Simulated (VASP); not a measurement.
Level of theory: AM05 GGA, VASP's PBE PAW potentials (set 64) (plane waves; VASP 6.6.1).

The input files of a VASP run:

### KPOINTS
```
k-points along high-symmetry lines
10
Line-mode
Reciprocal
  0.000000   0.000000   0.000000 ! GAMMA
  0.000000   0.500000   0.000000 ! X

  0.000000   0.500000   0.000000 ! X
  0.500000   0.500000   0.000000 ! M

  0.500000   0.500000   0.000000 ! M
  0.000000   0.000000   0.000000 ! GAMMA

  0.000000   0.000000   0.000000 ! GAMMA
  0.000000   0.000000   0.500000 ! Z

  0.000000   0.000000   0.500000 ! Z
  0.000000   0.500000   0.500000 ! R

  0.000000   0.500000   0.500000 ! R
  0.500000   0.500000   0.500000 ! A

  0.500000   0.500000   0.500000 ! A
  0.000000   0.000000   0.500000 ! Z

  0.000000   0.500000   0.000000 ! X
  0.000000   0.500000   0.500000 ! R

  0.500000   0.500000   0.000000 ! M
  0.500000   0.500000   0.500000 ! A
```

**INCAR**
```
ALGO = Normal   ! blocked Davidson
SYSTEM = SiO2
LCHARG = F
ICHARG = 11   ! fixed density
LORBIT = 11
ISMEAR = 0   ! Gaussian
EDIFF = 1E-7
GGA = AM
LREAL = F   ! projection in real space or not
PREC = Accurate
LASPH = T   ! aspherical one-centre terms
SIGMA = 0.05
ENCUT = 520   ! plane-wave cut-off (eV)
NELM = 100   ! most electronic steps
LWAVE = F
```

File POSCAR:
```
SiO2
1
    4.1956037626    -0.0000000000     0.0000000000
    0.0000000000     4.1956037626     0.0000000000
    0.0000000000     0.0000000000     2.6804850245
Si O
2 4
Direct
  1.0000000000   1.0000000000   0.0000000000
  0.5000000000   0.5000000000   0.5000000000
  0.3060938280   0.3060938280   0.0000000000
  0.8060938280   0.1939061720   0.5000000000
  0.1939061720   0.8060938280   0.5000000000
  0.6939061720   0.6939061720   1.0000000000
```

POTCAR, in this order: Si O (PBE.64 set). Program: vasp_std. Read from the step before: CHGCAR.

The run wrote:

**OSZICAR**
```
       N       E                     dE             d eps       ncg     rms          rms(c)
DAV:   1     0.159132885224E+03    0.15913E+03   -0.17845E+04  3616   0.153E+03
DAV:   2    -0.403029199499E+02   -0.19944E+03   -0.19001E+03  4868   0.313E+02
DAV:   3    -0.473033076685E+02   -0.70004E+01   -0.69665E+01  4324   0.615E+01
DAV:   4    -0.473680132256E+02   -0.64706E-01   -0.64559E-01  4300   0.659E+00
DAV:   5    -0.473688666793E+02   -0.85345E-03   -0.85329E-03  4168   0.695E-01
DAV:   6    -0.473688876793E+02   -0.21000E-04   -0.20999E-04  4272   0.932E-02
DAV:   7    -0.473688883992E+02   -0.71984E-06   -0.71982E-06  4160   0.146E-02
DAV:   8    -0.473688884311E+02   -0.31917E-07   -0.31910E-07  3256   0.240E-03
   1 F= -.47368888E+02 E0= -.47368888E+02  d E =-.183583E-19
```

**OUTCAR**
```
 val. band max:        8.0279723818   @ k =   0.0000   0.0000   0.0000

 cond. band min:      13.4409739313   @ k =   0.0000   0.0000   0.0000



 k-point     1 :       0.0000    0.0000    0.0000
  band No.  band energies     occupation
      1     -14.3620      2.00000
      2     -10.7252      2.00000
      3     -10.7252      2.00000
      4     -10.5019      2.00000
      5      -2.8154      2.00000
      6       1.6067      2.00000
      7       1.6067      2.00000
      8       1.8085      2.00000
      9       2.6265      2.00000
     10       2.9328      2.00000
     11       4.8936      2.00000
     12       4.8936      2.00000
     13       5.4984      2.00000
     14       7.1512      2.00000
     15       7.1512      2.00000
     16       8.0280      2.00000
     17      13.4410      0.00000
     18      14.5180      0.00000
     19      16.2966      0.00000
     20      16.2966      0.00000

 k-point     2 :       0.0000    0.0556    0.0000
  band No.  band energies     occupation
      1     -14.3458      2.00000
      2     -10.8722      2.00000
      3     -10.7169      2.00000
      4     -10.3901      2.00000
      5      -2.7935      2.00000
      6       1.4898      2.00000
      7       1.5891      2.00000
      8       1.8927      2.00000
      9       2.6387      2.00000
     10       3.0319      2.00000
     11       4.8591      2.00000
     12       4.9007      2.00000
     13       5.5082      2.00000
     14       7.0796      2.00000
     15       7.1455      2.00000
     16       8.0033      2.00000
     17      13.4950      0.00000
     18      14.5458      0.00000
     19      16.2996      0.00000
     20      16.3066      0.00000

 k-point     3 :       0.0000    0.1111    0.0000
  band No.  band energies     occupation
      1     -14.2973      2.00000
      2     -11.1192      2.00000
      3     -10.6920      2.00000
      4     -10.2470      2.00000
      5      -2.7282      2.00000
      6       1.2113      2.00000
...
```

The density is held fixed in this step, so its total energy and stress have no physical meaning.

The compound is SiO2 in the rutile structure, stishovite, a high-pressure form. It was relaxed first.
